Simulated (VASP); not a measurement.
Ti2TeAs2:

```xyz
5
Lattice="1.8500 1.0681 8.9000 -1.8500 1.0681 8.9000 0.0000 -2.1362 8.9000" Properties=species:S:1:pos:R:3 pbc="T T T"
Ti    0.0000    0.0000   10.6266
Ti    0.0000    0.0000   16.0734
Te    0.0000    0.0000    0.0000
As    0.0000    0.0000   21.0396
As    0.0000    0.0000    5.6604
```

The cell was built by a generator and needn't be a form met in nature.

| Property | Result |
| --- | --- |
| Program | VASP 6.6.1 |
| Task | relaxation of cell and atoms |
| Functional | PBE |
| Potentials or basis | VASP PAW PBE potentials, release 64 (Ti_sv, Te, As) |
| Cutoff | 520 eV |
| k mesh | 4 × 4 × 4 |
| Occupations | gaussian, width 0.15 eV |
| Spin | no spin polarisation |

At the start: pressure 0.3 GPa; volume 21.10 Å³/atom.

Q: How do energy, volume and symmetry change on relaxing?

A: Over 17 steps the energy falls by 68.6 meV/atom and the volume is 22.04 Å³/atom (+4.4 %); space group R-3m (No. 166, to 0.05 Å).

Step by step:
| step | energy change (eV) | largest force (eV/Å) | pressure (GPa) | volume (Å³) |
| --- | --- | --- | --- | --- |
| 1 | 0.0000 | 1.4335 | 0.28 | 105.52 |
| 2 | -0.2169 | 0.8177 | 1.04 | 106.07 |
| 3 | -0.3079 | 0.0700 | 2.06 | 106.61 |
| 4 | -0.3092 | 0.1263 | 2.33 | 106.68 |
| 5 | -0.3184 | 0.2851 | -1.78 | 112.87 |
| 6 | -0.3342 | 0.0822 | -0.85 | 109.99 |
| 7 | -0.3329 | 0.0618 | 0.21 | 109.26 |
| 8 | -0.3337 | 0.0720 | 0.37 | 109.52 |
| 9 | -0.3341 | 0.0911 | 0.25 | 109.75 |
| 10 | -0.3343 | 0.0881 | 0.18 | 109.87 |
| 11 | -0.3373 | 0.0988 | 0.13 | 109.92 |
| 12 | -0.3403 | 0.0972 | 0.07 | 110.00 |
| 13 | -0.3396 | 0.1117 | 0.17 | 110.14 |
| 14 | -0.3411 | 0.0864 | -0.06 | 110.06 |
| 15 | -0.3411 | 0.0998 | 0.13 | 110.09 |
| 16 | -0.3412 | 0.0889 | 0.02 | 110.07 |
| 17 | -0.3428 | 0.0552 | 0.11 | 110.18 |

Final structure:
```cif
data_structure
_symmetry_space_group_name_H-M 'P 1'
_symmetry_Int_Tables_number 1
_cell_length_a 9.6551
_cell_length_b 9.6551
_cell_length_c 9.6551
_cell_angle_alpha 21.944
_cell_angle_beta 21.944
_cell_angle_gamma 21.944
_cell_volume 110.18
loop_
_atom_site_label
_atom_site_type_symbol
_atom_site_fract_x
_atom_site_fract_y
_atom_site_fract_z
_atom_site_occupancy
Ti1 Ti 0.40311 0.40311 0.40311 1
Ti2 Ti 0.59689 0.59689 0.59689 1
Te1 Te 0.00000 0.00000 0.00000 1
As1 As 0.78436 0.78436 0.78436 1
As2 As 0.21564 0.21564 0.21564 1
```

Caveat: the k mesh is coarse (spacing up to 0.49 Å⁻¹), so the values aren't converged; the relaxation stopped at a loose force limit of 0.08 eV/Å, so its end isn't a converged minimum.
